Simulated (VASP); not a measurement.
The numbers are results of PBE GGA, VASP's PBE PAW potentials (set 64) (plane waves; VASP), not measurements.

A VASP calculation is set up with these files.

### POSCAR
```
Os
1
    4.2963610000     0.0000000000     0.0000000000
   -2.1481800000     3.7207580000     0.0000000000
    0.0000000000     0.0000000000     2.6131160000
Os
3
Direct
  0.0000000000   0.0000000000   0.0000000000
  0.3333330000   0.6666670000   0.5000000000
  0.6666670000   0.3333330000   0.5000000000
```

### INCAR
```
# general
SYSTEM =Os
PREC   =Accurate
ENCUT  =300
LREAL  =.False.
LASPH  =.True.   # aspherical one-centre terms

# electronic loop
EDIFF  =1E-6   # SCF stop (eV)
NELM   =100
ALGO   =Normal
LMAXMIX=6   # l cut-off of mixed one-centre charges

# smearing
ISMEAR =-1
SIGMA  =0.1   # width (eV)

# functional
GGA    =PE

# ions
ISIF   =2

# output
LWAVE  =.False.
LCHARG =.False.
```

KPOINTS:
```
kpoints
0
G
7 7 10
0 0 0
```

POTCAR, in this order: Os (PBE.64 set). Program: vasp_std.

What VASP printed:

**OSZICAR**
```
       N       E                     dE             d eps       ncg     rms          rms(c)
DAV:   1     0.848842285333E+02    0.84884E+02   -0.86125E+03  1744   0.893E+02
DAV:   2    -0.293402267716E+02   -0.11422E+03   -0.11168E+03  1984   0.346E+02
DAV:   3    -0.343815728961E+02   -0.50413E+01   -0.49433E+01  1920   0.576E+01
DAV:   4    -0.344611391611E+02   -0.79566E-01   -0.79382E-01  1904   0.764E+00
DAV:   5    -0.344623720285E+02   -0.12329E-02   -0.12328E-02  1928   0.742E-01    0.319E+01
DAV:   6    -0.330420766644E+02    0.14203E+01   -0.27314E+00  2144   0.114E+01    0.159E+01
DAV:   7    -0.330722435397E+02   -0.30167E-01   -0.62993E+00  2296   0.186E+01    0.657E+00
DAV:   8    -0.325198448545E+02    0.55240E+00   -0.33347E+00  2256   0.128E+01    0.600E-01
DAV:   9    -0.325192890841E+02    0.55577E-03   -0.65731E-02  1560   0.221E+00    0.294E-01
DAV:  10    -0.325188689084E+02    0.42018E-03   -0.18885E-03  2320   0.342E-01    0.237E-01
DAV:  11    -0.325187760489E+02    0.92860E-04   -0.16518E-04  1816   0.114E-01    0.373E-02
DAV:  12    -0.325187701544E+02    0.58945E-05   -0.42032E-05  2080   0.512E-02    0.547E-03
DAV:  13    -0.325187680329E+02    0.21215E-05   -0.13373E-06   872   0.118E-02    0.177E-03
DAV:  14    -0.325187672444E+02    0.78848E-06   -0.32556E-07   792   0.676E-03
   1 F= -.32518767E+02 E0= -.32480110E+02  d E =-.773144E-01
```

### OUTCAR
```
------------------------ aborting loop because EDIFF is reached ----------------------------------------
  FORCE on cell =-STRESS in cart. coord.  units (eV):
  Direction    XX          YY          ZZ          XY          YZ          ZX
  --------------------------------------------------------------------------------------
  Total        3.3454909      3.3454913      9.2203504      0.0000004      0.0000000     -0.0000000
  in kB      128.3156277    128.3156436    353.6446818      0.0000172      0.0000000     -0.0000000
  external PRESSURE =     203.4253177 kB  Pullay stress =       0.0000000 kB
  volume of cell :       41.77
      direct lattice vectors                 reciprocal lattice vectors
     4.296361000  0.000000000  0.000000000     0.232755115  0.134381189  0.000000000
    -2.148180000  3.720758000  0.000000000     0.000000000  0.268762440  0.000000000
     0.000000000  0.000000000  2.613116000     0.000000000  0.000000000  0.382684887
 POSITION                                       TOTAL-FORCE (eV/Angst)
 -----------------------------------------------------------------------------------
      0.00000      0.00000      0.00000         0.000000      0.000000      0.000000
     -0.00000      2.48051      1.30656        -0.000000     -0.000000      0.000000
      2.14818      1.24025      1.30656         0.000000      0.000000      0.000000
 -----------------------------------------------------------------------------------
    total drift:                                0.000000     -0.000000      0.000000
  FREE ENERGIE OF THE ION-ELECTRON SYSTEM (eV)
  ---------------------------------------------------
  free  energy   TOTEN  =       -32.5187672444 eV

  energy  without entropy=      -32.4414528658  energy(sigma->0) =      -32.48011006
```
(Selected blocks of OUTCAR.)

**OUTCAR**
```
 val. band max:        9.7278087785   @ k =   0.4286   0.1429   0.4000

 cond. band min:       9.7982249228   @ k =   0.2857   0.2857   0.2000


 Fermi energy:         9.7580919305

 k-point     1 :       0.0000    0.0000    0.0000
  band No.  band energies     occupation
      1      -1.4322      2.00000
      2       2.3488      2.00000
      3       4.8689      2.00000
      4       5.3409      2.00000
      5       5.3409      2.00000
      6       5.3931      2.00000
      7       5.3931      2.00000
      8       5.9091      2.00000
      9       7.1552      2.00000
     10       7.1552      2.00000
     11       8.4520      2.00000
     12       8.4520      2.00000
     13       8.4782      1.99999
     14       8.4782      1.99999
     15      12.3096      0.00000
     16      12.3096      0.00000

 k-point     2 :       0.1429   -0.0000    0.0000
  band No.  band energies     occupation
      1      -1.0936      2.00000
      2       2.4476      2.00000
      3       3.9480      2.00000
      4       4.6420      2.00000
      5       4.7114      2.00000
      6       5.6886      2.00000
      7       6.3813      2.00000
      8       6.3841      2.00000
      9       6.9371      2.00000
     10       7.4972      2.00000
     11       7.7956      2.00000
     12       7.9304      2.00000
     13       9.2590      1.98649
     14       9.3602      1.96328
     15      11.7492      0.00000
     16      12.2260      0.00000

 k-point     3 :       0.2857   -0.0000    0.0000
  band No.  band energies     occupation
      1      -0.1590      2.00000
      2       2.3174      2.00000
      3       3.1178      2.00000
      4       3.9736      2.00000
      5       4.4576      2.00000
      6       5.4080      2.00000
      7       6.2477      2.00000
      8       6.4481      2.00000
      9       7.3141      2.00000
     10       7.8507      2.00000
     11       7.8767      2.00000
     12       8.3603      2.00000
     13      10.0907      0.06934
...
```

At this cut-off the stress carries a Pulay error, which pulls relaxed volumes low. Unless said otherwise, spin-orbit coupling is left out, though it shifts the bands of the heavy elements here.

The structure was generated: Os was put into an ordered model structure, which need not be its known phase. The cell was not relaxed at this level.
